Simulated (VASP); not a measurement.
# Ta: surface energy and work function by face, part 3 of 6

Aim: compare the low-index faces of Ta at one level of theory.

VASP 6.6.1; PBEsol; plane waves and PAW (Ta).

So far. Step 3 (The bulk reference, job self-consistent run, k-mesh …): The run ends at a pressure of -0.33 GPa. Step 4 (Relaxing the slab, 7 atoms, face Ta(110)): The run ended after 10 ionic steps, 0.061 eV below its first step, once the forces on the free atoms met EDIFFG = -0.03.

### 5. Vacuum level and density of states, 7 atoms, face Ta(110)

A static run writes the electrostatic potential without exchange and correlation (LVHAR), which is flat in the vacuum and gives the level to count from. The dipole correction cancels the field that unlike faces would set up across the vacuum.

INCAR reads:

```
SYSTEM = Ta
PREC = Normal
ENCUT = 320
EDIFF = 1E-06
NELM = 120
ISMEAR = 1
SIGMA = 0.15
LREAL = .FALSE.
ALGO = Fast
GGA = PS
NBANDS = 24
LORBIT = 11
LWAVE = .FALSE.
LCHARG = .TRUE.
KPAR = 4
IDIPOL = 3
LDIPOL = .TRUE.
DIPOL = 0.5 0.5 0.5
LVHAR = .TRUE.
LVACPOTAV = .TRUE.
NEDOS = 1500
```

POSCAR reads:

```
Ta
1.0
    3.2734425966      0.0000000000      0.0000000000
    1.6367212983      2.3146734579      0.0000000000
    0.0000000000      0.0000000000     28.8880407473
Ta
7
Direct
    0.0000000000      0.0000000000      0.2633596511
    0.5000000000      0.0000000000      0.3396777341
    0.0000000000      0.0000000000      0.4199881777
    0.5000000000      0.0000000000      0.5000000000
    0.0000000000      0.0000000000      0.5800118223
    0.5000000000      0.0000000000      0.6603222659
    0.0000000000      0.0000000000      0.7366403489
```

KPOINTS reads:

```
Automatic mesh
0
Gamma
13 13 1
0 0 0
```

PAW data sets: Ta (PBE family, release 64).

Run with:

```console
> mpirun -np 4 vasp_std
```

The program printed:

```text
[... set-up lines as in an earlier step ...]
 entering main loop
       N       E                     dE             d eps       ncg     rms          rms(c)
DAV:   1     0.788587364391E+02    0.78859E+02   -0.10021E+04  2352   0.780E+02
DAV:   2    -0.786208601317E+02   -0.15748E+03   -0.14685E+03  3352   0.170E+02
DAV:   3    -0.915831968200E+02   -0.12962E+02   -0.12407E+02  3272   0.499E+01
DAV:   4    -0.922860977201E+02   -0.70290E+00   -0.69187E+00  3896   0.110E+01
DAV:   5    -0.923029645327E+02   -0.16867E-01   -0.16594E-01  3648   0.171E+00    0.396E+01
RMM:   6    -0.131089548240E+03   -0.38787E+02   -0.12436E+02  3980   0.333E+01    0.219E+01
RMM:   7    -0.118179460987E+03    0.12910E+02   -0.13263E+02  3468   0.333E+01    0.197E+01
RMM:   8    -0.878244464875E+02    0.30355E+02   -0.15763E+01  2638   0.152E+01    0.909E+00
RMM:   9    -0.863237702348E+02    0.15007E+01   -0.68622E+00  3374   0.782E+00    0.646E+00
RMM:  10    -0.867450356138E+02   -0.42127E+00   -0.19310E+00  3077   0.476E+00    0.503E+00
RMM:  11    -0.864576014579E+02    0.28743E+00   -0.50412E-01  3652   0.234E+00    0.421E+00
RMM:  12    -0.861476425049E+02    0.30996E+00   -0.33175E-01  3276   0.159E+00    0.304E+00
RMM:  13    -0.858893141708E+02    0.25833E+00   -0.65375E-01  3684   0.204E+00    0.155E+00
RMM:  14    -0.858211449412E+02    0.68169E-01   -0.10439E-01  3119   0.111E+00    0.997E-01
RMM:  15    -0.858003588869E+02    0.20786E-01   -0.55618E-02  3537   0.703E-01    0.535E-01
RMM:  16    -0.857960212599E+02    0.43376E-02   -0.19820E-02  3168   0.450E-01    0.307E-01
RMM:  17    -0.857934049891E+02    0.26163E-02   -0.15468E-02  3282   0.389E-01    0.124E-01
RMM:  18    -0.857937975825E+02   -0.39259E-03   -0.47565E-03  3767   0.212E-01    0.830E-02
RMM:  19    -0.857936306020E+02    0.16698E-03   -0.62014E-04  3272   0.858E-02    0.668E-02
RMM:  20    -0.857935024844E+02    0.12812E-03   -0.29016E-04  3003   0.623E-02    0.277E-02
RMM:  21    -0.857934924584E+02    0.10026E-04   -0.20547E-04  3364   0.432E-02    0.183E-02
RMM:  22    -0.857935060450E+02   -0.13587E-04   -0.82805E-05  3426   0.283E-02    0.197E-02
RMM:  23    -0.857934946139E+02    0.11431E-04   -0.19044E-05  2859   0.159E-02    0.869E-03
RMM:  24    -0.857935099840E+02   -0.15370E-04   -0.87628E-06  2521   0.100E-02    0.733E-03
RMM:  25    -0.857935211450E+02   -0.11161E-04   -0.36606E-06  2013   0.650E-03    0.398E-03
RMM:  26    -0.857935420128E+02   -0.20868E-04   -0.30485E-06  1984   0.577E-03    0.238E-03
RMM:  27    -0.857935472736E+02   -0.52608E-05   -0.57435E-07  1519   0.325E-03    0.221E-03
RMM:  28    -0.857935562806E+02   -0.90070E-05   -0.84884E-07  1561   0.351E-03    0.749E-04
RMM:  29    -0.857935582099E+02   -0.19293E-05   -0.49290E-07  1387   0.270E-03    0.801E-04
RMM:  30    -0.857935597259E+02   -0.15160E-05   -0.18164E-07  1128   0.184E-03    0.273E-04
RMM:  31    -0.857935599506E+02   -0.22467E-06   -0.68498E-08   759   0.143E-03
 -----------------------------------------------------------------------------
|                                                                             |
|           W    W    AA    RRRRR   N    N  II  N    N   GGGG   !!!           |
|           W    W   A  A   R    R  NN   N  II  NN   N  G    G  !!!           |
|           W    W  A    A  R    R  N N  N  II  N N  N  G       !!!           |
|           W WW W  AAAAAA  RRRRR   N  N N  II  N  N N  G  GGG   !            |
|           WW  WW  A    A  R   R   N   NN  II  N   NN  G    G                |
|           W    W  A    A  R    R  N    N  II  N    N   GGGG   !!!           |
|                                                                             |
|     Did not find any points to average over, which means that no vacuum     |
|     field-free region was found. Please increase the size of  your cell     |
|     in the dimension of the dipole correction to obtain accurate            |
|     workfunction values.                                                    |
|                                                                             |
 -----------------------------------------------------------------------------

   1 F= -.85793560E+02 E0= -.85792625E+02  d E =-.280574E-02
```

The job ended after 38 s (4 MPI ranks of AMD EPYC 7R43, shared host; peak memory 0.72 GiB).

From OUTCAR (step 5):

```text
   NELECT =      35.0000    total number of electrons

 dipolmoment           0.000000      0.000000      0.000000 electrons x Angstroem

 E-fermi :   1.2631

 k-point     1 :       0.0000    0.0000    0.0000
  band No.  band energies     occupation
    ...
     10       0.1006      2.00000
     11       0.6105      2.00000
     12       0.7700      2.00003
     13       0.8362      2.00043
     14       1.1517      1.94792
     15       1.5078     -0.04325
     16       1.5105     -0.04159
     17       1.5975     -0.00713
     18       1.9031     -0.00000
     19       1.9239     -0.00000
    ...

  Total       -2.0478271     -3.2794013     -0.3800279      0.0000000      0.0000000      0.0000000
  in kB      -14.9896438    -24.0044960     -2.7817203      0.0000000      0.0000000      0.0000000
  external PRESSURE =     -13.9252867 kB  Pullay stress =       0.0000000 kB

 POSITION                                       TOTAL-FORCE (eV/Angst)
 -----------------------------------------------------------------------------------
      0.00000      0.00000      7.60794        -0.000000      0.000000     -0.005546
      1.63672      0.00000      9.81262        -0.000000      0.000000      0.019421
      0.00000      0.00000     12.13264         0.000000      0.000000      0.001135
      1.63672      0.00000     14.44402         0.000000      0.000000      0.000000
      0.00000      0.00000     16.75541         0.000000      0.000000     -0.001135
      1.63672      0.00000     19.07542         0.000000      0.000000     -0.019421
      0.00000      0.00000     21.28010         0.000000      0.000000      0.005546
 -----------------------------------------------------------------------------------
    total drift:                               -0.000000      0.000000      0.000000

  FREE ENERGIE OF THE ION-ELECTRON SYSTEM (eV)
  ---------------------------------------------------
  free  energy   TOTEN  =       -85.7935599506 eV

  energy  without entropy=      -85.7907542091  energy(sigma->0) =      -85.79262470

 vacuum level on the upper side and lower side of the slab         6.111         6.111

[... 7 parts as in an earlier step ...]

[... 10 further parts left out ...]
```

Numbers from this step:

```
electronic cycles                          : 31
Fermi energy                               : 1.263 eV
dipole moment                              : 0, 0, 0 e·Å
vacuum levels                              : 6.111, 6.111 eV
work functions of the upper and lower face : 4.848, 4.848 eV
```

The planar average of the electrostatic potential oscillates, so the rows of the table below give means over windows of 2.29 Å about each position, cut where the curve ends. Its maxima inside the range that stand out by 2 % of the span (Å: eV): 8.7: -2.41, 11.0: -1.43, 13.3: -1.48, 15.6: -1.48, 17.9: -1.43, 20.2: -2.41. Its minima: 7.6: -9.96, 9.9: -9.82, 12.2: -9.73, 14.4: -9.73, 16.7: -9.73, 19.0: -9.82, 21.3: -9.96.

Zero at the Fermi level. Table of planar average of the electrostatic potential by height; means over each step:

```tsv
height (Å)	planar average of the electrostatic potential (eV)
1.15	4.85
3.44	4.84
5.72	2.69
8.02	-6.32
10.30	-5.83
12.59	-5.80
14.88	-5.79
17.18	-5.79
19.46	-6.18
21.75	-4.98
24.04	4.54
26.34	4.85
28.62	4.85
```

Density of states in the PAW spheres, an atom over height of the layer and energy from the Fermi level.

Ten even steps from '_' (0.01 states/eV) to '@' (1.91 states/eV), each cell a mean:
```
++--======--++
**++######++**
%%**%%%%%%**%%
##++******++##
######%%######
##@@%%##%%@@##
--::::..::::--
::::::::::::::
--==========--
==++++++++++==
====------====
::----::----::
::----------::
..............
______________
______________
______________
______________
______________
______________
______________
______________
```
Columns: height of the layer (Å) from 7.6 to 21.3; rows upwards: energy from the Fermi level (eV) from -7.9 to 0.5.

Valence density in the ca plane at fractional y = 0.000, with atoms of Ta within 0.2 Å of it. It is the smooth field of the valence electrons, not physical close to the nuclei.

Ten even steps from '0' (0.00 e/Å³) to '9' (0.50 e/Å³), each cell a mean:
```
44577777654444567777755444567668952000000000
55567677655555557767655555667767731000000000
87555555567767655555556767866655421000000000
87544444568778754444457877875544321000000000
77544444567777754444457777775544321000000000
87555455568778755545557877875554321000000000
66566666556666656666656666766666531000000000
45577677655445557777755445567767842000000000
44577777654444567777764444567569952000000000
```
Columns run along c (16.0 Å, from fractional 0.36 to 0.91 of the cell), rows up along a (3.3 Å). Atoms in or near the plane, at fractional coordinates: Ta at (0.42, 0.00), Ta at (0.50, 0.50), Ta at (0.58, 0.00), Ta at (0.66, 0.50), Ta at (0.74, 0.00).

The map of layer states is cut here 0.5 eV above the Fermi level, so it leaves out the states above that.

The vacuum level lies 4.85 eV above the Fermi level at the upper face; both faces agree, as the slab has next to no dipole.

The program found no field-free point at its default tolerance, but its printed level agrees with the flat part of the planar average.

On this mesh the fine structure of the density of states is sampling noise, and high empty states may be cut by the number of bands.

(Continued in part 4 of 6.)

[Lines on the potential files, build, host, timing and source positions are cut from VASP's logs without a mark.]

[Logs are printed without paths, hosts, clocks, repeated set-up lines and the standing remarks that a program may print on its own settings, such as how far it seeks lower states.]

[Hosts, paths, dates, database ids (printed as entryN), source tags and the programs' standing remarks are cut or masked in the printed files.]

[Runs that stopped without an error message from VASP are left out.]
